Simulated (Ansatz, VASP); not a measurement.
## Cross-check of Y2CSO (Y2COS MXene, 1 layer) between VASP and Ansatz

One calculation is typed for both programs; each brings its own data sets. How far apart do they land? The structure shown is the start of the Ansatz relaxation below; VASP solves that cell, so the two are compared at the walk's first step.

Main program and level: Ansatz 0.2.0; plane waves, with VASP 6.6.1 beside it; single point at PBE.

## Step 1: The structure

The cell holds 5 atoms: 1 S, 2 Y, 1 C and 1 O. Its edges and angles: a = 3.478 Å, b = 3.478 Å, c = 22.897 Å, α = 90.0°, β = 90.0°, γ = 120.0°. Vacuum lies along c.

Structure file:

```cif
data_structure
_symmetry_space_group_name_H-M 'P 1'
_symmetry_Int_Tables_number 1
_cell_length_a 3.4778
_cell_length_b 3.4778
_cell_length_c 22.8972
_cell_angle_alpha 90.000
_cell_angle_beta 90.000
_cell_angle_gamma 120.000
_cell_volume 239.84
loop_
_atom_site_label
_atom_site_type_symbol
_atom_site_fract_x
_atom_site_fract_y
_atom_site_fract_z
_atom_site_occupancy
S1 S 0.33333 0.66667 0.37122 1
Y2 Y 0.66667 0.33333 0.45393 1
Y3 Y 0.33333 0.66667 0.57379 1
C4 C 0.00000 0.00000 0.51386 1
O5 O 0.66667 0.33333 0.62878 1
```

## Step 2: Ansatz: relaxation, PBE

Ansatz runs on its default PAW (the set named soft_2) files.

The two programs are compared at the cell with which this relaxation starts, whose forces are those of its first step.

input.yaml reads:

```yaml
crystal:
  lattice:
    - [3.47776, 0.0, 0.0]
    - [-1.73888, 3.0118285083, 0.0]
    - [0.0, 0.0, 22.8972203095]
  atoms:
    - { symbol: S, position: [0.3333333333, 0.6666666667, 0.3712240999] }
    - { symbol: "Y", position: [0.6666666667, 0.3333333333, 0.4539272563] }
    - { symbol: C, position: [0.0, 0.0, 0.5138573012] }
    - { symbol: "Y", position: [0.3333333333, 0.6666666667, 0.5737873461] }
    - { symbol: O, position: [0.6666666667, 0.3333333333, 0.6287759001] }
kpoints:
  mp_grid: { grid: [12, 12, 1] }
hamiltonian:
  xc: pbe
scf:
  occupations: { method: fermi_dirac, width: 0.05 }
  convergence: { dr2_threshold: 1.0e-08 }
efield:
  axis: 3
  dipole_correction: true
  ramp_position: 0.97
  ramp_width: 0.04
relax:
  f_tol: 0.01
  cell: { fix: [c, alpha, beta] }
output:
  write_potential: true
  write_density: true
  volumetric_format: npy
```

Command:

```bash
$ ansatz run input.yaml --threads 4 --pin off --max-ram 8192MiB --backend cpu --events-out ev --progress --plain --runs-dir out
```

Numbers of over 12 decimals in the logs are rounded to 6 here.

Log:

```text
Warning: relax.cell: scf.convergence.dr2_threshold = 1e-8 eV is looser than the 5e-10 eV advised for a relaxation that steers and ends on the stress (1e-10 eV for each atom of the cell: 5). What an SCF threshold leaves in a stress goes as its square root, and in the free energy as the threshold itself, and one threshold admits the most on a small cell: [figures from the program's tests cut] Set scf.convergence.dr2_threshold to 5e-10 eV or tighter. The threshold is an SCF's pass mark: one that does not reach it within its budget of iterations ends unconverged, or closes short of it on a stop that the run arms, and scf.convergence.dr2_threshold's page says what that costs each kind of run
Engine: ansatz 0.2.0, aarch64-unknown-linux-gnu
Pseudopotentials: kind: paw
Pseudopotential: S, paw, valence charge 6, recommended cutoff 420 eV (normal), S.paw.azcp
Pseudopotential: Y, paw, valence charge 11, recommended cutoff 420 eV (normal), Y.paw.azcp
Pseudopotential: C, paw, valence charge 4, recommended cutoff 420 eV (normal), C.paw.azcp
Pseudopotential: O, paw, valence charge 6, recommended cutoff 420 eV (normal), O.paw.azcp
Functional definition: PBE
  parameter kappa = 0.804
  parameter beta = 0.066725
  exchange = pbe_x(kappa = kappa, mu = beta*pi^2/3)
  correlation = pbe_c(beta = beta)
Crystal: 5 atoms, lattice volume = 239.835 Å³
Basis set: ecut = 420 eV, 4667 PW (Γ), exchange–correlation on 48×48×320 points (8 copies of the dense FFT grid, shifted against one another)
Bands: 24, of which v1, the nominal top of the filled ones, is band 19 counted from 1 (18 counted from 0)
Symmetry: 6 space group operations
Space group: P3m1 (ITA 156), of the structure as read, at distance tolerance 6.2e-5 Å
k-points: 19 of 144 (time reversal used)
Non-local potential: S, projectors of the file, l = 0: 2, l = 1: 2, l = 2: 2
Non-local potential: Y, projectors of the file, l = 0: 3, l = 1: 2, l = 2: 2, l = 3: 1
Non-local potential: C, projectors of the file, l = 0: 2, l = 1: 2, l = 2: 1
Non-local potential: O, projectors of the file, l = 0: 2, l = 1: 2, l = 2: 1
PAW form: soft (Blöchl's): semilocal exchange-correlation on the pseudo side does not see the compensation charge
PAW one-centre angular grid: S, 110 points (default); XC on 64 Gauss nodes
PAW one-centre angular grid: Y, 590 points (default); XC on 64 Gauss nodes
PAW one-centre angular grid: C, 110 points (default); XC on 64 Gauss nodes
PAW one-centre angular grid: O, 110 points (default); XC on 64 Gauss nodes
Initial density: superposition of atomic densities (neutral atoms: chi_scale 0, normalization atom), corrected by the library's trained network
Initial wavefunctions: pseudopotential atomic-orbital guess
Functional: x = pbe(κ = 0.804, μ = 0.219515), c = pbe(β = 0.066725)
SCF iter   1: F=—  HF=-9420.137155 eV  |F-HF|=—  |Δ(HF+E_count)|=         —  Δρ=2.21e-2  dr2=1.48e1  ethr=1.77e-3  p=-0.016 e·Å  D=-1.23e-2 V/Å  ΔV_dip=0.28 eV  dr2_dipole=5.01e0  V_vac-E_F(+/−)=7.99/7.71 eV  ⟨swp⟩=8.7  Hψ=2620  notcnv=0
efield: sawtooth ramp at fractional position 0.9700 (set: `efield.ramp_position`, or a place that a band, a saddle search or an elastic batch's reference lends), width 0.0400; the density the first Hamiltonian is built on has a dipole p = -0.016 e·Å; the dipole correction subtracts the counter field D = -1.23e-2 V/Å, which shifts the + side's vacuum level by +0.28 eV against the − side's; the planar-averaged density in the ramp window peaks in size at 5.1e-6 e/Å³
preconditioner: auto → LDOS  [metal: Δε(μ)=0.027 eV  Ē_g=13.697 eV  σ=0.050 eV  W_gap=0.13  n_scr=14 (ndim 8)  ℏωp=14.0 eV  f_vac=0.611  D(μ)=4.61/eV (n_scr^D=12)  β→1.0]
SCF iter   2: F=—  HF=-9419.863593 eV  |F-HF|=—  |Δ(HF+E_count)|=   2.74e-1  Δρ=1.39e-2  dr2=7.43e-1  ethr=1.77e-3  p=-0.050 e·Å  D=-3.78e-2 V/Å  ΔV_dip=0.87 eV  dr2_dipole=4.64e-2  V_vac-E_F(+/−)=8.30/7.44 eV  ⟨swp⟩=3.0  Hψ=933  notcnv=0
SCF iter   3: F=—  HF=-9419.769426 eV  |F-HF|=—  |Δ(HF+E_count)|=   9.42e-2  Δρ=5.52e-3  dr2=1.58e-1  ethr=1.77e-3  p=-0.058 e·Å  D=-4.41e-2 V/Å  ΔV_dip=1.01 eV  dr2_dipole=4.96e-2  V_vac-E_F(+/−)=8.27/7.26 eV  ⟨swp⟩=1.4  Hψ=473  notcnv=0
SCF iter   4: F=—  HF=-9419.754209 eV  |F-HF|=—  |Δ(HF+E_count)|=   1.52e-2  Δρ=1.32e-3  dr2=1.01e-2  ethr=4.17e-4  p=-0.075 e·Å  D=-5.63e-2 V/Å  ΔV_dip=1.29 eV  dr2_dipole=2.10e-3  V_vac-E_F(+/−)=8.34/7.05 eV  ⟨swp⟩=2.0  Hψ=789  notcnv=0
SCF iter   5: F=—  HF=-9419.751964 eV  |F-HF|=—  |Δ(HF+E_count)|=   2.25e-3  Δρ=4.57e-4  dr2=1.01e-3  ethr=2.66e-5  p=-0.081 e·Å  D=-6.11e-2 V/Å  ΔV_dip=1.40 eV  dr2_dipole=1.03e-5  V_vac-E_F(+/−)=8.35/6.95 eV  ⟨swp⟩=2.0  Hψ=672  notcnv=0
[...]
SCF iter   8: F=-9421.432598 eV  HF=-9421.432598 eV  |F-HF|=1.37e-9  |Δ(HF+E_count)|=   9.63e-9  Δρ=4.74e-7  dr2=1.91e-9  ethr=2.63e-11  p=0.105 e·Å  D=7.24e-2 V/Å  ΔV_dip=-1.66 eV  dr2_dipole=3.27e-10  V_vac-E_F(+/−)=5.12/6.78 eV  ⟨swp⟩=8.8  Hψ=2896  notcnv=0
SCF 10 converged in 8 iterations: F = -9421.432598 eV  dr2 = 1.91e-9
relax step  10: F+E_penalty+E_count = -9421.43259754 eV  Δ(F+E_penalty+E_count) = -1.037e-4 eV  max|allowed force component| = 6.217e-4 eV/Å  Δτ_max = 0.0043 Å  P = +0.000 GPa  Ω = 261.995 Å³  energy of the carried Pulay correction = -3.596e-4 eV  fix = [c, alpha, beta]  reactions: c +0.002 GPa  (8 SCF iters, accepted)
iter 1 solved again at ethr=3.62e-7 eV; its pass at ethr=3.10e-3 eV (dr2=1.38e-4 eV) is discarded
SCF iter   1: F=—  HF=-9421.432863 eV  |F-HF|=—  |Δ(HF+E_count)|=         —  Δρ=1.43e-5  dr2=6.15e-8  ethr=3.62e-7  p=0.105 e·Å  D=7.24e-2 V/Å  ΔV_dip=-1.66 eV  dr2_dipole=4.20e-9  V_vac-E_F(+/−)=5.12/6.78 eV  ⟨swp⟩=4.1  Hψ=3711  notcnv=0
efield: sawtooth ramp at fractional position 0.9700 (set: `efield.ramp_position`, or a place that a band, a saddle search or an elastic batch's reference lends), width 0.0400; the density the first Hamiltonian is built on has a dipole p = 0.105 e·Å; the dipole correction subtracts the counter field D = 7.24e-2 V/Å, which shifts the + side's vacuum level by -1.66 eV against the − side's; the planar-averaged density in the ramp window peaks in size at 1.4e-6 e/Å³
eigensolver tolerance schedule: the retry pair's looser diagonalisation over-reported the residual by 2237.05 of it (diagonalisation noise at 0.35 of the residual, at the tolerance the schedule requests for it); recorded, not acted on — ethr = c·dr2/N_el stays at c = 1.0e-1
preconditioner: auto → LDOS  [metal: Δε(μ)=0.007 eV  Ē_g=8.096 eV  σ=0.050 eV  W_gap=0.04  n_scr=14 (ndim 8)  ℏωp=10.8 eV  f_vac=0.622  D(μ)=4.86/eV (n_scr^D=12)  β→1.0]
SCF iter   2: F=—  HF=-9421.432957 eV  |F-HF|=—  |Δ(HF+E_count)|=   9.34e-5  Δρ=3.24e-6  dr2=1.82e-8  ethr=1.62e-10  p=0.105 e·Å  D=7.24e-2 V/Å  ΔV_dip=-1.66 eV  dr2_dipole=1.63e-10  V_vac-E_F(+/−)=5.12/6.78 eV  ⟨swp⟩=3.1  Hψ=1176  notcnv=0
SCF iter   3: F=-9421.432957 eV  HF=-9421.432956 eV  |F-HF|=4.07e-7  |Δ(HF+E_count)|=   4.00e-7  Δρ=1.15e-6  dr2=2.92e-9  ethr=2.63e-11  p=0.105 e·Å  D=7.24e-2 V/Å  ΔV_dip=-1.66 eV  dr2_dipole=2.50e-11  V_vac-E_F(+/−)=5.12/6.78 eV  ⟨swp⟩=13.6  Hψ=3625  notcnv=0
SCF 11 converged in 3 iterations: F = -9421.432957 eV  dr2 = 2.92e-9
relax step  11: F+E_penalty+E_count = -9421.43295664 eV  Δ(F+E_penalty+E_count) = -3.591e-4 eV  max|allowed force component| = 6.041e-4 eV/Å  Δτ_max = 0.0000 Å  P = +0.001 GPa  Ω = 261.995 Å³  fix = [c, alpha, beta]  reactions: c +0.002 GPa  stress off target by 6.13e-4 GPa on what of the cell is left free  SCF on the basis re-selected at this cell (its energy is not comparable with the rows above)  (3 SCF iters)
basis re-selected at this cell: Δ(F+E_penalty+E_count) = -3.591e-4 eV, ΔP = +0.001 GPa vs the last step (what re-selecting the basis moved, of the pressure what is left beyond the Pulay correction that the steps carried, after the strain that the cell walked since its last selection, with what the two solves' SCF thresholds leave and, on support functions, any second-order correction that the steps lacked; it is no m [...]
WARN: The output density's exchange-correlation potential varies sharply where the density is thin. Do not read a vacuum level from v_tot or v_xc, or from such a field of the output density. On a cell that repeats whose density bears no net charge and no dipole along the vacuum's axis use v_es (v_loc + v_h of the components); under efield.dipole_correction with no amplitude use v_es + v_field, which holds any externa [...]
SCF converged after 3 iterations
Free energy (F): -9421.432957 eV
Harris-Foulkes:  -9421.432956 eV  (|F-HF|=4.07e-7)
Internal energy: -9421.394518 eV  (E = F + TS)
E sigma→0 (E₀):  -9421.413737 eV
Entropy (-TS):   -0.038438 eV (-7.688 meV/atom)
Fermi energy:    -1.114177 eV
Dipole field:    D = 0.072401 V/Å  (p = 0.104827 e·Å, saw-weighted, corrected)
Work function:   Φ+ = 5.1221 eV   Φ− = 6.7799 eV
Levels:          The Fermi level and band energies are counted from a zero that moves with the ramp; work functions are not
--- Per-component energies (eV) ---
  E_band       = -555.316500
  E_kinetic    = 976.739029
  E_local      = -22704.081895  (includes V_loc(G=0)·N_el)
  E_nonlocal   = 203.108745
  E_hartree    = 10881.018562
  E_xc         = -566.063131
  E_vxc        = -639.679065  (∫ρ·V_xc dr)
  E_paw        = -6507.000725  (= ΣΔE_a)
  E_vpaw       = -152.130128  (= ΣTr[D̂ρ^β])
  E_aug_tail   = 0.002433  (compensation charges beyond the density's cutoff)
  E_efield     = 0.003795  (sawtooth field / dipole correction)
  E_vefield    = -1.309942  (∫n·V_field dr)
  E_ewald      = 8294.878669
  E_smearing   = -0.038438  (= −TS)
  E_closure    = 0.000000  (closes the sum)
  Σ components = -9421.432957   (vs F -9421.432957, Δ=0.00e0)
--- Forces (eV/Å), atoms counted from 1 ---
  atom   1  S      0.00000000     0.00000000    -0.00060315
  atom   2  Y     -0.00000000    -0.00000000    -0.00005713
  atom   3  C      0.00000000    -0.00000000     0.00022246
  atom   4  Y      0.00000000     0.00000000     0.00012165
  atom   5  O      0.00000000     0.00000000     0.00032107
  max |Σ_I F_I| component: 4.90e-6 eV/Å
--- Stress (GPa, compression-positive) ---
        0.000613      -0.000000       0.000000
        0.000000       0.000613       0.000000
        0.000000       0.000000       0.001678
  P = ⅓ Tr σ = 0.0010 GPa (0.010 kbar)
--- Band table (eV; the first three rows and the last of 19) ---
  k-point 0: bands = [... 15 lower, -1.9250, -1.9250, -1.1533, -0.2108, -0.2108, 2.7035, 2.9271, 3.0263, ... 1 higher]
  k-point 1: bands = [... 15 lower, -2.1524, -1.9081, -0.9670, -0.5638, -0.3312, 2.7040, 2.9156, 3.0837, ... 1 higher]
  k-point 2: bands = [... 15 lower, -2.4181, -1.8805, -1.3803, -0.7570, -0.5854, 2.3977, 3.1383, 3.2774, ... 1 higher]
  k-point 18: bands = [... 15 lower, -2.8484, -2.5444, -2.2290, -1.8020, -1.4355, 2.7311, 3.6869, 3.8423, ... 1 higher]
--- Relaxed structure (9 steps of the walk, 9 accepted, 2 SCFs on fresh bases) ---
  F+E_penalty+E_count = -9421.43295664 eV   max|allowed force component| = 6.041e-4 eV/Å   (the final SCF, on the basis selected at the relaxed cell)
  cell:  # Å, volume = 261.9954 Å³
    - [3.634881, 0, 0]
    - [-1.817440, 3.147899, 0]
    - [0, 0, 22.8972203095]
  atoms:
    - { symbol: S, position: [0.333333, 0.666667, 0.378385] }
    - { symbol: Y, position: [0.666667, 0.333333, 0.449157] }
    - { symbol: C, position: [-2.256850767471256e-18, 0, 0.509226] }
    - { symbol: Y, position: [0.333333, 0.666667, 0.587599] }
    - { symbol: O, position: [0.666667, 0.333333, 0.617205] }
```

(Part 1 of 2 ends here.)

[Lines on the potential files, build, host, timing and source positions are cut from VASP's logs without a mark.]

[Logs are printed without paths, hosts, clocks, repeated set-up lines and the standing remarks that a program may print on its own settings, such as how far it seeks lower states.]

[Hosts, paths, dates, database ids (printed as entryN), source tags and the programs' standing remarks are cut or masked in the printed files.]
